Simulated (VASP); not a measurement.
## Cd$_{3}$HgSe$_{4}$ (ordered alloy cell): computed properties

Method: PBEsol GGA, VASP's PBE PAW potentials (set 64) (plane waves; VASP).

```json
{
 "space_group": "Amm2 (38)",
 "cell": "a = 4.3134 Å, b = 8.6235 Å, c = 12.1851 Å, α = 90.00°, β = 90.00°, γ = 90.00°",
 "volume_per_atom": "28.33 Å³/atom",
 "band gap (over mesh and band path)": "0.02 eV",
 "smallest direct gap (over mesh and band path)": "0.02 eV",
 "band_edge_character": "direct, Γ to Γ",
 "density": "6.26 g/cm³"
}
```

```
Cd3HgSe4
1.0
    0.00115     6.09890     6.09257
    6.09890     0.00115     6.09257
    3.05003     3.05003     0.00000
Hg Se Cd
1 4 3
Cartesian
  6.10005   6.10005  12.18345
  1.52501   1.52501   1.54089
  4.56502   1.53504   4.55936
  1.53504   4.56502   4.55936
  4.57504   4.57504   7.61560
  6.10430   9.14584   9.13906
  9.14584   6.10430   9.13906
  6.10005   6.10005   6.09634
```

Unless said otherwise, spin-orbit coupling is left out, though it shifts the bands of the heavy elements here.

The structure was generated: Cd3HgSe4 was put into an ordered model structure (Amm2), which need not be its known phase. It was relaxed first. Symmetry was kept, so distortions that lower it aren't found.
